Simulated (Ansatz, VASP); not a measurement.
# Cross-check of KTaO3 between VASP and Ansatz

Aim: how closely do two programs agree when they are given the same cell, functional and k mesh? The cell is taken from a series of runs on this material, whose earlier steps may have relaxed, scaled, displaced or heated it; both programs get it as it stands.

Main program and level: Ansatz 0.2.0; plane waves, with VASP 6.6.1 beside it; zone-centre phonons at LDA.

## Step 1: Set-up

It takes space group Pm-3m (No. 221, cubic). The conventional cell has a = 3.898 Å, b = 3.898 Å, c = 3.898 Å, α = 90.00°, β = 90.00°, γ = 90.00°. Nearest to O lie 2 Ta at 1.95 Å and 4 K at 2.76 Å. Nearest to K lie 12 O at 2.76 Å. Nearest to Ta lie 6 O at 1.95 Å. Farther neighbours and most contacts between anions are not listed.

Structure file:

```cif
data_structure
_symmetry_space_group_name_H-M 'P 1'
_symmetry_Int_Tables_number 1
_cell_length_a 3.8980
_cell_length_b 3.8980
_cell_length_c 3.8980
_cell_angle_alpha 90.000
_cell_angle_beta 90.000
_cell_angle_gamma 90.000
_cell_volume 59.23
loop_
_atom_site_label
_atom_site_type_symbol
_atom_site_fract_x
_atom_site_fract_y
_atom_site_fract_z
_atom_site_occupancy
O1 O 0.50000 0.00000 0.00000 1
O2 O 0.00000 0.50000 0.00000 1
O3 O 0.00000 0.00000 0.50000 1
K4 K 0.50000 0.50000 0.50000 1
Ta5 Ta 0.00000 0.00000 0.00000 1
```

## Step 2: Ansatz: zone-centre phonons, LDA

Ansatz runs on its PAW soft_1 files.

Second derivatives magnify differences that forces hide, and they need a tight electronic threshold.

input.yaml reads:

```yaml
crystal:
  lattice:
    - [3.8979531509, 0.0, 0.0]
    - [0.0, 3.8979531509, 0.0]
    - [0.0, 0.0, 3.8979531509]
  atoms:
    - { symbol: O, position: [0.5, 0.0, 0.0] }
    - { symbol: O, position: [0.0, 0.5, 0.0] }
    - { symbol: O, position: [0.0, 0.0, 0.5] }
    - { symbol: K, position: [0.5, 0.5, 0.5] }
    - { symbol: Ta, position: [0.0, 0.0, 0.0] }
kpoints:
  mp_grid: { grid: [8, 8, 8] }
hamiltonian:
  xc: lda
  pseudopotentials: { kind: paw, azcp: { folder: soft_1 }, xc_functional: pbe }
scf:
  occupations: { method: fixed }
output:
  eigenvalues: true
phonons:
  method: dfpt
  dielectric: true
  rigid_motions: translations
```

The run is started by

```sh
ansatz run input.yaml --threads 8 --pin off --max-ram 16384MiB --backend cpu --events-out ev --progress --plain --runs-dir out
```

Numbers of over 12 decimals in the logs are rounded to 6 here.

What it wrote:

```text
Engine: ansatz 0.2.0, aarch64-unknown-linux-gnu
Pseudopotentials: kind: paw
Pseudopotential: O, paw, valence charge 6, recommended cutoff 420 eV (normal), soft_1/O.paw.azcp
Pseudopotential: K, paw, valence charge 9, recommended cutoff 420 eV (normal), soft_1/K.paw.azcp
Pseudopotential: Ta, paw, valence charge 13, recommended cutoff 420 eV (normal), soft_1/Ta.paw.azcp
Functional definition: SPW92
  exchange = slater_x
  correlation = pw_c
Crystal: 5 atoms, lattice volume = 59.226 Å³
Basis set: ecut = 420 eV, 1189 PW (Γ), exchange–correlation on 54×54×54 points (8 copies of the dense FFT grid, shifted against one another)
Bands: 25, of which v1, the nominal top of the filled ones, is band 20 counted from 1 (19 counted from 0)
Symmetry: 48 space group operations
k-points: 170 of 512 (irreducible under 2 space group operations, time reversal used)
Non-local potential: O, projectors of the file, l = 0: 2, l = 1: 2, l = 2: 1
Non-local potential: K, projectors of the file, l = 0: 3, l = 1: 2, l = 2: 2
Non-local potential: Ta, projectors of the file, l = 0: 3, l = 1: 2, l = 2: 2, l = 3: 1
PAW form: soft (Blöchl's): semilocal exchange-correlation on the pseudo side does not see the compensation charge
PAW frozen core: O, regenerated for the run's functional, and the local potential with it (the file was generated under x = pbe(κ = 0.804, μ = 0.219515), c = pbe(β = 0.066725))
PAW frozen core: K, regenerated for the run's functional, and the local potential with it (the file was generated under x = pbe(κ = 0.804, μ = 0.219515), c = pbe(β = 0.066725))
PAW frozen core: Ta, regenerated for the run's functional, and the local potential with it (the file was generated under x = pbe(κ = 0.804, μ = 0.219515), c = pbe(β = 0.066725))
PAW one-centre angular grid: O, 110 points (default); XC on 64 Gauss nodes
PAW one-centre angular grid: K, 110 points (default); XC on 64 Gauss nodes
PAW one-centre angular grid: Ta, 590 points (default); XC on 64 Gauss nodes
Initial density: superposition of atomic densities (chi_scale 0.1, normalization cell, long waves kept (reshape's long-wave potential 0.00 eV rms))
Initial wavefunctions: pseudopotential atomic-orbital guess
Functional: x = slater, c = lda
SCF iter   1: F=—  HF=-12852.220684 eV  |F-HF|=—  |Δ(HF+E_count)|=         —  Δρ=5.67e-2  dr2=1.60e0  ethr=3.10e-3  ⟨swp⟩=4.3  Hψ=18111  notcnv=0  defer=453
preconditioner: auto → Resta (q_TF=auto, 2.556 Å⁻¹)  ε∞=4.5  [insulator: Δε(μ)=2.580 eV  Ē_g=14.062 eV  n_scr=18 (ndim 8)  ℏωp=26.4 eV  f_vac=0.000  ε∞_Penn≈4.5]
SCF iter   2: F=—  HF=-12851.867023 eV  |F-HF|=—  |Δ(HF+E_count)|=   3.54e-1  Δρ=2.93e-2  dr2=4.14e-1  ethr=3.10e-3  ⟨swp⟩=2.0  Hψ=7568  notcnv=0  defer=422
SCF iter   3: F=—  HF=-12851.758955 eV  |F-HF|=—  |Δ(HF+E_count)|=   1.08e-1  Δρ=8.73e-3  dr2=3.84e-2  ethr=1.04e-3  ⟨swp⟩=2.0  Hψ=7243  notcnv=0  defer=415
SCF iter   4: F=—  HF=-12851.751774 eV  |F-HF|=—  |Δ(HF+E_count)|=   7.18e-3  Δρ=3.87e-3  dr2=7.14e-3  ethr=9.60e-5  ⟨swp⟩=2.2  Hψ=7092  notcnv=0  defer=476
SCF iter   5: F=—  HF=-12851.750216 eV  |F-HF|=—  |Δ(HF+E_count)|=   1.56e-3  Δρ=8.86e-4  dr2=4.49e-4  ethr=1.79e-5  ⟨swp⟩=2.0  Hψ=6036  notcnv=0  defer=490
SCF iter   6: F=—  HF=-12851.750126 eV  |F-HF|=—  |Δ(HF+E_count)|=   9.02e-5  Δρ=1.14e-4  dr2=8.60e-6  ethr=1.12e-6  ⟨swp⟩=2.1  Hψ=5713  notcnv=0  defer=379
SCF iter   7: F=—  HF=-12851.750125 eV  |F-HF|=—  |Δ(HF+E_count)|=   1.05e-6  Δρ=8.80e-6  dr2=4.77e-8  ethr=2.15e-8  ⟨swp⟩=2.0  Hψ=6073  notcnv=0  defer=299
SCF iter   8: F=—  HF=-12851.750125 eV  |F-HF|=—  |Δ(HF+E_count)|=   2.26e-7  Δρ=1.22e-6  dr2=6.51e-10  ethr=1.19e-10  ⟨swp⟩=2.0  Hψ=6966  notcnv=0  defer=267
SCF iter   9: F=-12851.750125 eV  HF=-12851.750125 eV  |F-HF|=1.64e-11  |Δ(HF+E_count)|=  6.37e-11  Δρ=2.05e-7  dr2=1.93e-11  ethr=1.00e-12  ⟨swp⟩=12.6  Hψ=26860  notcnv=0
SCF 1 converged in 9 iterations: F = -12851.750125 eV  dr2 = 1.93e-11
  greatest PAW one-centre occupation: 0.999 electrons in one spin orbital (limit 2), on the Ta atom at site 4 (counted from 0), in its partial waves of l = 0
DFPT response loops at Γ: preconditioner auto → none (the input reference at scf.mixing.eps_inf says where Resta's filter doesn't serve); β = 0.50; Broyden in place of MSR1
── the response to a field inside a basis, on 8×8×8 k-points: an SCF that follows is theirs, and a resumed run solves both again ──
Bands: 21, of which v1, the nominal top of the filled ones, is band 20 counted from 1 (19 counted from 0)
k-points: 20 of 512
Initial density: handed on by an earlier stage of this run
Initial wavefunctions: pseudopotential atomic-orbital guess (no wavefunctions were taken with the density)
Eigensolver: Dense (20 Hₖ)
SCF iter   1: F=—  HF=-12851.749997 eV  |F-HF|=—  |Δ(HF+E_count)|=         —  Δρ=4.60e-4  dr2=2.19e-5  ethr=1.00e-1
preconditioner: auto → Resta (q_TF=auto, 2.556 Å⁻¹)  ε∞=5.8  [insulator: Δε(μ)=2.522 eV  Ē_g=12.521 eV  n_scr=18 (ndim 8)  ℏωp=27.3 eV  f_vac=0.007  ε∞_Penn≈5.8]
SCF iter   2: F=—  HF=-12851.749991 eV  |F-HF|=—  |Δ(HF+E_count)|=   6.56e-6  Δρ=2.02e-4  dr2=6.40e-6  ethr=5.48e-8
SCF iter   3: F=—  HF=-12851.749989 eV  |F-HF|=—  |Δ(HF+E_count)|=   1.37e-6  Δρ=8.39e-5  dr2=7.17e-7  ethr=1.60e-8
SCF iter   4: F=-12851.749989 eV  HF=-12851.749989 eV  |F-HF|=1.26e-8  |Δ(HF+E_count)|=   1.89e-7  Δρ=4.84e-6  dr2=1.82e-8  ethr=1.79e-9
SCF 1 converged in 4 iterations: F = -12851.749989 eV  dr2 = 1.82e-8
DFPT response loops at Γ: mixed as the last ones told, above
SCF converged after 9 iterations
Free energy (F): -12851.750125 eV
Harris-Foulkes:  -12851.750125 eV  (|F-HF|=1.64e-11)
Internal energy: -12851.750125 eV  (E = F + TS)
E sigma→0 (E₀):  -12851.750125 eV
Fermi energy:    9.313282 eV
--- Per-component energies (eV) ---
  E_band       = -227.246079
  E_kinetic    = 1153.913602
  E_local      = -2135.203470  (includes V_loc(G=0)·N_el)
  E_nonlocal   = 175.922219
  E_hartree    = 761.767820
  E_xc         = -664.531087
  E_vxc        = -671.701583  (∫ρ·V_xc dr)
  E_paw        = -9257.698656  (= ΣΔE_a)
  E_vpaw       = -273.715045  (= ΣTr[D̂ρ^β])
  E_aug_tail   = 0.002591  (compensation charges beyond the density's cutoff)
  E_ewald      = -2886.730406
  E_core_change = 0.807262  (= ΣΔE_core)
  E_smearing   = -0.000000  (= −TS)
  E_closure    = 0.000000  (closes the sum)
  Σ components = -12851.750125   (vs F -12851.750125, Δ=0.00e0)
--- Band table (eV; the first three rows and the last of 170) ---
  k-point 0: bands = [... 16 lower, 8.1250, 8.7309, 8.7309, 8.7309, 11.5315, 11.5315, 11.5315, 16.2498, ... 1 higher]
  k-point 1: bands = [... 16 lower, 8.0371, 8.2184, 8.6426, 8.6426, 11.5593, 12.0748, 12.0748, 16.5483, ... 1 higher]
  k-point 2: bands = [... 16 lower, 7.5233, 7.8341, 8.5549, 8.5549, 11.6283, 13.2069, 13.2069, 17.0054, ... 1 higher]
  k-point 169: bands = [... 16 lower, 5.1738, 9.3133, 9.3133, 9.3133, 16.3857, 16.3857, 16.3857, 18.2423, ... 1 higher]
--- Phonons (Γ-DFPT): 4 representative perturbations + reference, on 170 of 512 k-points (Σ response iterations 12) ---
  k mesh reduced under 2 symmetry operations, with k and −k counted as one. Each operation leaves every solved perturbation unchanged. A smaller set is not considered because the run solves the response to a homogeneous field
  ASR residual: 2.026e-4 → 0.000e0 eV/Å²; symmetrization residual: 3.065e-6 eV/Å²
  ASR residual per site (eV/Å²): 4.06e-5 4.06e-5 4.06e-5 2.03e-4 6.80e-5
  Γ frequencies (cm⁻¹): 0.00 0.00 0.00 129.10 129.10 129.10 198.80 198.80 198.80 230.50 230.50 230.50 619.31 619.31 619.31
  ε∞ (high-frequency dielectric tensor):
        5.363516     0.000000     0.000000
        0.000000     5.363516     0.000000
        0.000000     0.000000     5.363516
  ε⁰ (static dielectric tensor: ions relaxed, cell fixed):
       88.152428     0.000000     0.000000
        0.000000    88.152428    -0.000000
        0.000000    -0.000000    88.152428
  ε⁰ − ε∞ (ionic part):
       82.788912     0.000000     0.000000
        0.000000    82.788912    -0.000000
        0.000000    -0.000000    82.788912
  softest optical mode at Γ: 129.10 cm⁻¹; the repairs (sum rule, projections) moved no ω² at Γ by more than (1.48 cm⁻¹)²
  Born effective charges Z* (e; rows j = field, columns β = displacement):
    site 0:
        -6.43907   -0.00000   -0.00000
        -0.00000   -1.69744    0.00000
        -0.00000   -0.00000   -1.69744
    site 1:
        -1.69744    0.00000    0.00000
         0.00000   -6.43907   -0.00000
         0.00000    0.00000   -1.69744
    site 2:
        -1.69744    0.00000    0.00000
        -0.00000   -1.69744   -0.00000
        -0.00000   -0.00000   -6.43907
    site 3:
         1.15704   -0.00000    0.00000
        -0.00000    1.15704   -0.00000
        -0.00000   -0.00000    1.15704
    site 4:
         8.67691    0.00000    0.00000
        -0.00000    8.67691   -0.00000
        -0.00000    0.00000    8.67691
  Z* charge neutrality: 2.071e-3 e pre-enforcement
  solved inside a basis spanned on kpoints, on 8×8×8 k-points, its susceptibility summed on 12×12×12: ε∞ is read to err by 1.5e-2, Z* by 3.8e-2 e (field_mesh: kpoints solves on kpoints); Z* is corrected for what the basis lacks
  optical modes at Γ without the LO–TO term, one row a degenerate level:
      ω (cm⁻¹)  modes    IR ((D/Å)²/amu)
[...]
optical modes at Γ + LO–TO along q̂ = [1.0000, 0.0000, 0.0000]:
      ω (cm⁻¹)  modes    IR ((D/Å)²/amu)
[...]
optical modes at Γ + LO–TO along q̂ = [0.0000, 1.0000, 0.0000]:
      ω (cm⁻¹)  modes    IR ((D/Å)²/amu)
[...]
882.14      1            71.2238
  optical modes at Γ + LO–TO along q̂ = [0.0000, 0.0000, 1.0000]:
      ω (cm⁻¹)  modes    IR ((D/Å)²/amu)
        129.10      2            66.8577
        186.23      1             0.0511
        198.80      2            15.4947
        230.50      3             0.0000
        392.27      1             7.2123
        619.31      2            74.6221
        882.14      1            71.2238
```

In the SCF lines HF is the Harris–Foulkes energy and dr2 the Hartree energy of the density residual, in eV; the loop may stop once dr2 is under the threshold and the program's other checks hold. Hψ counts applications of the Hamiltonian.

[end of part 1 of 3]

[Lines on the potential files, build, host, timing and source positions are cut from VASP's logs without a mark.]

[Logs are printed without paths, hosts, clocks, repeated set-up lines and the standing remarks that a program may print on its own settings, such as how far it seeks lower states.]

[Hosts, paths, dates, database ids (printed as entryN), source tags and the programs' standing remarks are cut or masked in the printed files.]
